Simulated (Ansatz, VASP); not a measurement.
## SiBPC: VASP beside Ansatz

Wanted: the spread between two codes on one cell, functional and k mesh. The cell is generated by rule, not measured, and may not be a known phase. The cell is taken from a series of runs on this material, whose earlier steps may have relaxed, scaled, displaced or heated it; both programs get it as it stands.

Calculated with Ansatz 0.2.0; plane waves, with VASP 6.6.1 beside it; single point at HSE06.

The structure was built from a prototype and need not be the compound's stable phase.

### 1. The structure

Symmetry: Pmn2_1, No. 31, orthorhombic system. The conventional cell has a = 3.146 Å, b = 6.329 Å, c = 4.464 Å, α = 90.00°, β = 90.00°, γ = 90.00°. Nearest to B lie 1 C at 1.65 Å and 3 P at 1.96 to 1.98 Å. Nearest to P lie 3 B at 1.96 to 1.98 Å and 1 Si at 2.27 Å. Nearest to Si lie 3 C at 1.89 to 1.90 Å and 1 P at 2.27 Å. Nearest to C lie 1 B at 1.65 Å and 3 Si at 1.89 to 1.90 Å. It derives from BP. Farther neighbours are not listed.

### 2. Ansatz: single point, HSE06

Ansatz runs on its PAW soft_1 files.

A single point gives forces, pressure and levels at one fixed geometry, so differences don't come from the geometry; what else differs is listed under the comparison.

File input.yaml:

```yaml
crystal:
  lattice:
    - [3.14558516, 0.0, 0.0]
    - [0.0, 4.4642341616, -3.215e-07]
    - [0.0, -4.549e-07, 6.3290139136]
  atoms:
    - { symbol: B, position: [0.0, -0.0372303766, 0.1066363553] }
    - { symbol: P, position: [0.5, 0.220635989, 0.1416785451] }
    - { symbol: B, position: [0.5, 0.4627694246, 0.4034763715] }
    - { symbol: P, position: [0.0, 0.7206358291, 0.3684342424] }
    - { symbol: Si, position: [0.0, 0.0396981793, 0.6470593502] }
    - { symbol: C, position: [0.5, 0.2768961569, 0.6285279624] }
    - { symbol: Si, position: [0.5, 0.5396982904, 0.8630534045] }
    - { symbol: C, position: [0.0, 0.7768965074, 0.8815848335] }
kpoints:
  mp_grid: { grid: [6, 4, 2] }
  band_path:
    path:
      - [0.0, 0.0, 0.0]
      - [-0.5, 0.0, 0.0]
      - [-0.5, 0.0, 0.5]
      - [0.0, 0.0, 0.5]
      - [0.0, -0.5, 0.5]
      - [-0.5, -0.5, 0.5]
      - [-0.5, -0.5, 0.0]
      - [0.0, -0.5, 0.0]
    npoints: 1
hamiltonian:
  xc: hse06
  pseudopotentials: { kind: paw, azcp: { folder: soft_1 } }
scf:
  occupations: { method: fixed }
  n_extra_bands: 6
output:
  eigenvalues: true
  write_density: true
  write_potential: true
  elf: true
  volumetric_format: npy
```

Launch:

```
$ ansatz run input.yaml --threads 4 --pin off --max-ram 17510MiB --backend cpu --events-out ev --progress --plain --runs-dir out
```

Numbers of over 12 decimals in the logs are rounded to 6 here.

The log of the run:

```text
Warning: the atoms were moved onto the symmetric positions of the space group found under crystal.symmetry.tolerance 1.0e-5 (fractional; no operation is sought that the atoms, as they stand in a round, miss by more than twice it, and no atom is moved by as much as it), and the run uses the moved positions. Before a round's move an operation carried an atom to 1.58e-6 Å from where it should land, the largest such dist [...]
scf.n_extra_bands = 6 over 16 filled bands (N_el = 32.0): the run solves 22 bands
Engine: ansatz 0.2.0, aarch64-unknown-linux-gnu
Pseudopotentials: kind: paw
Pseudopotential: B, paw, valence charge 3, recommended cutoff 420 eV (normal), soft_1/B.paw.azcp
Pseudopotential: P, paw, valence charge 5, recommended cutoff 420 eV (normal), soft_1/P.paw.azcp
Pseudopotential: Si, paw, valence charge 4, recommended cutoff 420 eV (normal), soft_1/Si.paw.azcp
Pseudopotential: C, paw, valence charge 4, recommended cutoff 420 eV (normal), soft_1/C.paw.azcp
Functional definition: HSE06
  parameter a = 0.25
  parameter omega = 0.11/bohr
  exchange = pbe_x - a*pbe_x_sr(omega) + a*exact_x_sr(omega)
  correlation = pbe_c
davidson cushion auto → on  (no smearing: the cushion is to keep the highest requested band from converging to the state above it; pin scf.eigensolver.cushion to override)
Crystal: 8 atoms, lattice volume = 88.876 Å³
Basis set: ecut = 420 eV, 1717 PW (Γ)
Bands: 22, of which v1, the nominal top of the filled ones, is band 16 counted from 1 (15 counted from 0)
Symmetry: 4 space group operations
Space group: Pmn21 (ITA 31), of the structure as read, at distance tolerance 4.5e-5 Å
k-points: 24 of 48 (time reversal used)
Non-local potential: B, projectors of the file, l = 0: 2, l = 1: 2, l = 2: 1
Non-local potential: P, projectors of the file, l = 0: 2, l = 1: 2, l = 2: 1
Non-local potential: Si, projectors of the file, l = 0: 2, l = 1: 2, l = 2: 1
Non-local potential: C, projectors of the file, l = 0: 2, l = 1: 2, l = 2: 1
PAW form: soft (Blöchl's): semilocal exchange-correlation on the pseudo side does not see the compensation charge
PAW frozen core: B, regenerated for the run's functional, and the local potential with it (the file was generated under x = pbe(κ = 0.804, μ = 0.219515), c = pbe(β = 0.066725))
PAW frozen core: P, regenerated for the run's functional, and the local potential with it (the file was generated under x = pbe(κ = 0.804, μ = 0.219515), c = pbe(β = 0.066725))
PAW frozen core: Si, regenerated for the run's functional, and the local potential with it (the file was generated under x = pbe(κ = 0.804, μ = 0.219515), c = pbe(β = 0.066725))
PAW frozen core: C, regenerated for the run's functional, and the local potential with it (the file was generated under x = pbe(κ = 0.804, μ = 0.219515), c = pbe(β = 0.066725))
PAW one-centre angular grid: B, 110 points (default); XC on 64 Gauss nodes
PAW one-centre angular grid: P, 110 points (default); XC on 64 Gauss nodes
PAW one-centre angular grid: Si, 110 points (default); XC on 64 Gauss nodes
PAW one-centre angular grid: C, 110 points (default); XC on 64 Gauss nodes
Initial density: superposition of atomic densities (chi_scale 0.1, normalization cell, long waves kept (reshape's long-wave potential 0.06 eV rms))
Initial wavefunctions: pseudopotential atomic-orbital guess
Functional: x = pbe(κ = 0.804, μ = 0.219515), c = pbe(β = 0.066725), warm-up for x = pbe(κ = 0.804, μ = 0.219515) + 0.25 (exact − pbe) at short range (hse, ω = 0.207870 Å⁻¹), c = pbe(β = 0.066725); HSE06 as pw.x's `hse` composes it (authors' and Libxc's form: `xc: wpbeh`)
SCF iter   1: F=—  HF=-3602.159758 eV  |F-HF|=—  |Δ(HF+E_count)|=         —  Δρ=1.07e-1  dr2=1.30e1  ethr=1.00e-1  ⟨swp⟩=4.8  Hψ=2131  notcnv=0
preconditioner: auto → none  [insulator: Δε(μ)=1.748 eV  Ē_g=11.109 eV  n_scr=16 (ndim 8)  ℏωp=22.3 eV  f_vac=0.000]
SCF iter   2: F=—  HF=-3598.777433 eV  |F-HF|=—  |Δ(HF+E_count)|=    3.38e0  Δρ=4.43e-2  dr2=1.76e0  ethr=4.05e-2  ⟨swp⟩=3.4  Hψ=1547  notcnv=0  defer=2
SCF iter   3: F=—  HF=-3598.346768 eV  |F-HF|=—  |Δ(HF+E_count)|=   4.31e-1  Δρ=1.86e-2  dr2=2.43e-1  ethr=5.51e-3  ⟨swp⟩=3.7  Hψ=1493  notcnv=0  defer=7
SCF iter   4: F=—  HF=-3598.353125 eV  |F-HF|=—  |Δ(HF+E_count)|=   6.36e-3  Δρ=7.65e-3  dr2=1.80e-1  ethr=7.58e-4  ⟨swp⟩=4.5  Hψ=1573  notcnv=0
iter 5 solved again at ethr=5.64e-6 eV; its pass at ethr=5.61e-4 eV (dr2=1.80e-3 eV) is discarded
SCF iter   5: F=—  HF=-3598.312031 eV  |F-HF|=—  |Δ(HF+E_count)|=   4.11e-2  Δρ=1.81e-3  dr2=1.75e-3  ethr=5.64e-6  ⟨swp⟩=5.1  Hψ=3063  notcnv=0  defer=1
SCF iter   6: F=—  HF=-3598.312204 eV  |F-HF|=—  |Δ(HF+E_count)|=   1.73e-4  Δρ=4.93e-4  dr2=1.06e-4  ethr=5.46e-6  ⟨swp⟩=2.8  Hψ=1206  notcnv=0
SCF iter   7: F=-3598.312256 eV  HF=-3598.312257 eV  |F-HF|=2.63e-7  |Δ(HF+E_count)|=   5.31e-5  Δρ=7.26e-5  dr2=3.67e-6  ethr=3.30e-7  ⟨swp⟩=4.2  Hψ=1561  notcnv=0  defer=1
SCF 1 stopped early in 7 iterations: F = -3598.312256 eV  dr2 = 3.67e-6
  greatest PAW one-centre occupation: 0.770 electrons in one spin orbital (limit 2), on the P atom at site 3 (counted from 0), in its partial waves of l = 0
Initial density: handed on by an earlier stage of this run
Initial wavefunctions: those handed on with the density
Functional: x = pbe(κ = 0.804, μ = 0.219515) + 0.25 (exact − pbe) at short range (hse, ω = 0.207870 Å⁻¹), c = pbe(β = 0.066725); HSE06 as pw.x's `hse` composes it (authors' and Libxc's form: `xc: wpbeh`)
Exchange kernel: α = 0.2500, screened, ω = 0.2079 Å⁻¹, Wigner–Seitz truncation, v(0) = 1026.3647 eV·Å³, q-mesh 6×4×2, nearest image of the exchange supercell L = 12.66 Å, pair-density grid 24×30×45, without the augmentation charges, whose exchange is taken in its separable form by FFT convolution over the k-point mesh (the finest that the files' search goes to), smooth part of the exact exchange by density-matrix convolution
Frozen-core exchange: fock
SCF iter   1: F=—  HF=-3600.877779 eV  |F-HF|=—  |Δ(HF+E_count)|=         —  Δρ=5.21e-3  dr2=1.44e-2  ethr=1.15e-7  ⟨swp⟩=10.0  Hψ=4040  notcnv=0
preconditioner: auto → none  [insulator: Δε(μ)=1.433 eV  Ē_g=12.165 eV  n_scr=16 (ndim 8)  ℏωp=22.3 eV  f_vac=0.000]
SCF iter   2: F=—  HF=-3600.871537 eV  |F-HF|=—  |Δ(HF+E_count)|=   6.24e-3  Δρ=1.48e-3  dr2=1.91e-3  ethr=1.15e-7  ⟨swp⟩=6.0  Hψ=2488  notcnv=0  defer=2
SCF iter   3: F=—  HF=-3600.881873 eV  |F-HF|=—  |Δ(HF+E_count)|=   1.03e-2  Δρ=6.59e-4  dr2=2.73e-4  ethr=1.15e-7  ⟨swp⟩=6.2  Hψ=2565  notcnv=0  defer=11
SCF iter   4: F=—  HF=-3600.881774 eV  |F-HF|=—  |Δ(HF+E_count)|=   9.91e-5  Δρ=1.00e-4  dr2=3.03e-5  ethr=1.15e-7  ⟨swp⟩=4.0  Hψ=1779  notcnv=0
SCF iter   5: F=—  HF=-3600.882008 eV  |F-HF|=—  |Δ(HF+E_count)|=   2.34e-4  Δρ=1.45e-4  dr2=1.78e-5  ethr=2.33e-8  ⟨swp⟩=5.2  Hψ=2243  notcnv=0  defer=4
SCF iter   6: F=-3600.882001 eV  HF=-3600.882001 eV  |F-HF|=4.18e-8  |Δ(HF+E_count)|=   6.32e-6  Δρ=1.16e-5  dr2=5.23e-7  ethr=2.33e-8  ⟨swp⟩=3.5  Hψ=1674  notcnv=0
SCF 2 stopped early in 6 iterations: F = -3600.882001 eV  dr2 = 5.23e-7
  greatest PAW one-centre occupation: 0.766 electrons in one spin orbital (limit 2), on the P atom at site 3 (counted from 0), in its partial waves of l = 0
hybrid outer 1: dexx = +1.235e-2 eV, tail = 9.14e-6 eV
Exchange kernel: α = 0.2500, screened, ω = 0.2079 Å⁻¹, Wigner–Seitz truncation, v(0) = 1026.3647 eV·Å³, q-mesh 6×4×2, nearest image of the exchange supercell L = 12.66 Å, pair-density grid 24×30×45, without the augmentation charges, whose exchange is taken in its separable form by FFT convolution over the k-point mesh (the finest that the files' search goes to), smooth part of the exact exchange by density-matrix convolution
Frozen-core exchange: fock
SCF iter   1: F=—  HF=-3600.881869 eV  |F-HF|=—  |Δ(HF+E_count)|=         —  Δρ=1.95e-5  dr2=4.04e-7  ethr=1.43e-7  ⟨swp⟩=3.5  Hψ=1309  notcnv=0
preconditioner: auto → none  [insulator: Δε(μ)=1.485 eV  Ē_g=12.178 eV  n_scr=16 (ndim 8)  ℏωp=22.3 eV  f_vac=0.000]
iter 2 solved again at ethr=4.82e-11 eV; its pass at ethr=9.78e-10 eV (dr2=1.54e-8 eV) is discarded
SCF iter   2: F=-3600.881869 eV  HF=-3600.881869 eV  |F-HF|=1.35e-9  |Δ(HF+E_count)|=   8.62e-9  Δρ=6.96e-6  dr2=2.64e-8  ethr=4.82e-11  ⟨swp⟩=2.7  Hψ=3105  notcnv=0
SCF 3 converged in 2 iterations: F = -3600.881869 eV  dr2 = 2.64e-8
hybrid outer 2: dexx = +1.078e-7 eV, tail = 5.84e-8 eV, Δε = 6.45e-4 eV (about 5.94e-5 eV left of the loop's levels)
NSCF: frozen V_eff on 8 k-points
hybrid SCF converged: 2 outer / 8 inner (+7 warm-up), last move |dexx| = 1.08e-7 eV, tail = 5.84e-8 eV
Stability not checked: this state was not tested for a lower state beside it, because the functional holds exact exchange (a hybrid, or Hartree-Fock), whose exchange loop this test does not read (fock_operator; see scf.lower_state_search)
Free energy (F): -3600.881869 eV
Frozen-core exchange: fock
Harris-Foulkes:  -3600.881869 eV  (|F-HF|=1.35e-9)
Internal energy: -3600.881869 eV  (E = F + TS)
E sigma→0 (E₀):  -3600.881869 eV
Fermi energy:    9.400705 eV
--- Per-component energies (eV) ---
  E_band       = 63.717877
  E_kinetic    = 505.947882
  E_local      = -324.603106  (includes V_loc(G=0)·N_el)
  E_nonlocal   = 167.121174
  E_hartree    = 104.306952
  E_xc         = -344.911223
  E_vxc        = -339.289597  (∫ρ·V_xc dr)
  E_exx        = -57.548767  (= α·E_x^exact, valence–valence)
  E_paw        = -2519.363378  (= ΣΔE_a)
  E_vpaw       = -38.975841  (= ΣTr[D̂ρ^β])
  E_aug_tail   = 0.000120  (compensation charges beyond the density's cutoff)
  E_ewald      = -1131.502435
  E_core_change = -0.329086  (= ΣΔE_core)
  E_smearing   = -0.000000  (= −TS)
  E_closure    = 0.000000  (closes the sum)
  Σ components = -3600.881869   (vs F -3600.881869, Δ=4.55e-13)
--- Band table (eV; the first three rows and the last of 24) ---
  k-point 0: bands = [... 12 lower, 7.3495, 8.6672, 9.1179, 9.4007, 11.0300, 12.1511, 14.0772, 14.4873, ... 2 higher]
  k-point 1: bands = [... 12 lower, 6.7073, 7.5749, 8.2012, 9.3088, 12.1868, 12.4802, 14.9304, 14.9489, ... 2 higher]
  k-point 2: bands = [... 12 lower, 7.4902, 7.7986, 7.9310, 8.6387, 11.4690, 12.8468, 13.5702, 14.8710, ... 2 higher]
  k-point 23: bands = [... 12 lower, 5.8334, 5.8334, 6.2059, 6.2059, 13.9952, 13.9952, 14.7880, 14.7880, ... 2 higher]
```

### 3. VASP: single point, HSE06

The same cell, functional and mesh now go to VASP, with its own data sets.

Lines of VASP's logs that name or quote its potential files are left out, and so is its time.

The run reads the wave functions of an earlier VASP run, which isn't shown here.

File INCAR:

```
SYSTEM = SiBPC
PREC = Accurate
ENCUT = 520
EDIFF = 1E-06
NELM = 100
ISMEAR = 0
SIGMA = 0.01
LREAL = .FALSE.
ALGO = Normal
LHFCALC = .TRUE.
AEXX = 0.25
GGA = PE
HFSCREEN = 0.208
LASPH = .TRUE.
NBANDS = 24
PRECFOCK = Fast
LORBIT = 11
LWAVE = .FALSE.
LCHARG = .FALSE.
KPAR = 4
NCORE = 2
ISIF = 2
```

File POSCAR:

```
SiBPC
1.0
    3.1455851600      0.0000000000      0.0000000000
    0.0000000000      4.4642341616     -0.0000003215
    0.0000000000     -0.0000004549      6.3290139136
B P Si C
2 2 2 2
Direct
    0.0000000000      0.9627696234      0.1066363553
    0.5000000000      0.4627694246      0.4034763715
    0.5000000000      0.2206359890      0.1416785451
    0.0000000000      0.7206358291      0.3684342424
    0.0000000000      0.0396981793      0.6470593502
    0.5000000000      0.5396982904      0.8630534045
    0.5000000000      0.2768961569      0.6285279624
    0.0000000000      0.7768965074      0.8815848335
```

File KPOINTS:

```
Automatic mesh
0
Gamma
6 4 2
0 0 0
```

Potentials, in the order of the species: B, P, Si and C (PBE family, release 64).

Launch:

```
$ mpirun -np 8 vasp_std
```

The log of the run:

```text
[banner, memory and clock lines left out]
running    8 mpi-ranks, on    1 nodes
 distrk:  each k-point on    2 cores,    4 groups
 distr:  one band on    2 cores,    1 groups

 POSCAR found type information on POSCAR B P SiC
 POSCAR found :  4 types and       8 ions
 LDA part: xc-table for (Slater+PW92), standard interpolation
 found WAVECAR, reading the header
 POSCAR, INCAR and KPOINTS ok, starting setup
 FFT: planning ... GRIDC
 FFT: planning ... GRID_SOFT
 FFT: planning ... GRID
 reading WAVECAR
 the WAVECAR file was read successfully
 initial charge from wavefunction
 entering main loop
       N       E                     dE             d eps       ncg     rms          rms(c)
DAV:   1    -0.635451019966E+02   -0.63545E+02   -0.10385E+00  1152   0.630E+00    0.429E+00
DAV:   2    -0.635536717146E+02   -0.85697E-02   -0.32729E-02  1416   0.101E+00    0.295E+00
DAV:   3    -0.635519349476E+02    0.17368E-02   -0.11496E-03  1408   0.211E-01    0.173E+00
DAV:   4    -0.635512895259E+02    0.64542E-03   -0.33983E-04  1400   0.104E-01    0.986E-01
DAV:   5    -0.635510797581E+02    0.20977E-03   -0.79935E-05  1392   0.510E-02    0.558E-01
DAV:   6    -0.635510078533E+02    0.71905E-04   -0.21819E-05  1352   0.295E-02    0.315E-01
DAV:   7    -0.635509840061E+02    0.23847E-04   -0.84929E-06  1376   0.189E-02    0.178E-01
DAV:   8    -0.635509763816E+02    0.76245E-05   -0.23459E-06   936   0.106E-02    0.102E-01
DAV:   9    -0.635509739970E+02    0.23846E-05   -0.11101E-06   816   0.733E-03    0.571E-02
DAV:  10    -0.635509733235E+02    0.67351E-06   -0.30971E-07   832   0.388E-03
   1 F= -.63550973E+02 E0= -.63550973E+02  d E =-.314271E-30
```

(Part 1 of 2 ends here.)

[Lines on the potential files, build, host, timing and source positions are cut from VASP's logs without a mark.]

[Logs are printed without paths, hosts, clocks, repeated set-up lines and the standing remarks that a program may print on its own settings, such as how far it seeks lower states.]

[Hosts, paths, dates, database ids (printed as entryN), source tags and the programs' standing remarks are cut or masked in the printed files.]
